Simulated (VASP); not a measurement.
Output of a VASP run:

### OSZICAR
```
       N       E                     dE             d eps       ncg     rms          rms(c)
DAV:   1     0.957703704609E+02    0.95770E+02   -0.12931E+04  3120   0.245E+03
DAV:   2    -0.133008996330E+01   -0.97100E+02   -0.95723E+02  3120   0.306E+02
DAV:   3    -0.406955117929E+01   -0.27395E+01   -0.27352E+01  3704   0.639E+01
DAV:   4    -0.407763286283E+01   -0.80817E-02   -0.80812E-02  3768   0.344E+00
DAV:   5    -0.407764433118E+01   -0.11468E-04   -0.11468E-04  3704   0.107E-01    0.525E+00
DAV:   6    -0.378542148454E+01    0.29222E+00   -0.13063E+00  3152   0.267E+01    0.370E+00
DAV:   7    -0.376345873018E+01    0.21963E-01   -0.48609E-02  3888   0.428E+00    0.186E+00
DAV:   8    -0.375359115875E+01    0.98676E-02   -0.29318E-03  4408   0.851E-01    0.512E-02
DAV:   9    -0.375355254652E+01    0.38612E-04   -0.24313E-04  4120   0.221E-01    0.270E-02
DAV:  10    -0.375355559464E+01   -0.30481E-05   -0.16812E-05  3632   0.414E-02    0.233E-03
DAV:  11    -0.375355561375E+01   -0.19101E-07   -0.71490E-07  2472   0.128E-02
   1 F= -.37535556E+01 E0= -.37535272E+01  d E =-.375356E+01
       N       E                     dE             d eps       ncg     rms          rms(c)
DAV:   1    -0.375376630175E+01   -0.21071E-03   -0.32065E-03  3632   0.790E-01    0.932E-02
DAV:   2    -0.375361782379E+01    0.14848E-03   -0.40911E-04  3816   0.452E-01    0.446E-02
DAV:   3    -0.375357868114E+01    0.39143E-04   -0.22190E-05  4272   0.874E-02    0.211E-02
DAV:   4    -0.375356871967E+01    0.99615E-05   -0.11425E-05  4328   0.608E-02    0.303E-03
DAV:   5    -0.375356887567E+01   -0.15599E-06   -0.23320E-06  2232   0.211E-02
   2 F= -.37535689E+01 E0= -.37535443E+01  d E =-.132619E-04
       N       E                     dE             d eps       ncg     rms          rms(c)
DAV:   1    -0.375357159607E+01   -0.28764E-05   -0.51661E-05  3608   0.961E-02    0.121E-02
DAV:   2    -0.375356909384E+01    0.25022E-05   -0.67252E-06  3224   0.580E-02    0.588E-03
DAV:   3    -0.375356843262E+01    0.66122E-06   -0.34673E-07  1728   0.116E-02
   3 F= -.37535684E+01 E0= -.37535435E+01  d E =-.128189E-04
```

OUTCAR:
```
------------------------ aborting loop because EDIFF is reached ----------------------------------------
  FORCE on cell =-STRESS in cart. coord.  units (eV):
  Direction    XX          YY          ZZ          XY          YZ          ZX
  --------------------------------------------------------------------------------------
  Total        0.0031474      0.0031474     -0.0015951      0.0000000      0.0000000     -0.0000000
  in kB        0.1866150      0.1866151     -0.0945777      0.0000000      0.0000000     -0.0000000
  external PRESSURE =       0.0928841 kB  Pullay stress =       0.0000000 kB
  volume of cell :       27.02
      direct lattice vectors                 reciprocal lattice vectors
     1.303862696 -2.258356834 -0.000000000     0.383475961 -0.221399910  0.000000000
     1.303862696  2.258356834  0.000000000     0.383475961  0.221399910 -0.000000000
     0.000000000  0.000000000  4.588443274     0.000000000 -0.000000000  0.217938839
 POSITION                                       TOTAL-FORCE (eV/Angst)
 -----------------------------------------------------------------------------------
      1.30386      0.75279      1.14711         0.000000     -0.000000      0.000000
      1.30386     -0.75279      3.44133        -0.000000      0.000000     -0.000000
 -----------------------------------------------------------------------------------
    total drift:                                0.000013      0.000065      0.000004
  FREE ENERGIE OF THE ION-ELECTRON SYSTEM (eV)
  ---------------------------------------------------
  free  energy   TOTEN  =        -3.7535684326 eV

  energy  without entropy=       -3.7534936016  energy(sigma->0) =       -3.75354349

 reached required accuracy - stopping structural energy minimisation
```
(Selected blocks of OUTCAR.)

POSCAR:
```
Zn
1
    1.3040107519    -2.2586132752     0.0000000000
    1.3040107519     2.2586132752    -0.0000000000
    0.0000000000     0.0000000000     4.5854672318
Zn
2
Direct
  0.3333330000   0.6666670000   0.2500000000
  0.6666670000   0.3333330000   0.7500000000
```

Reconstruct the remaining input files.

This is not unique; one that fits is the input of the run itself, LDA (Ceperley-Alder, Perdew-Zunger), plane waves, VASP's LDA PAW potentials (set 64).

KPOINTS:
```
Automatic mesh
0
Gamma
14 14 7
0 0 0
```

**INCAR**
```
! general
SYSTEM  = Zn
PREC    = Accurate
ENCUT   = 520
LREAL   = .FALSE.
LASPH   = .TRUE.

! electronic loop
EDIFF   = 1E-6
NELM    = 100
ALGO    = Normal
LMAXMIX = 4

! smearing
ISMEAR  = 1
SIGMA   = 0.1

! ions
IBRION  = 2
NSW     = 60
ISIF    = 3
EDIFFG  = -0.01

! output
LWAVE   = .FALSE.
LCHARG  = .FALSE.
```

POTCAR, in this order: Zn (LDA.64 set). Program: vasp_std.

The compound is Zn in the hcp structure. This run relaxes it. Symmetry was kept, so distortions that lower it aren't found. The start is the result of an earlier pass.
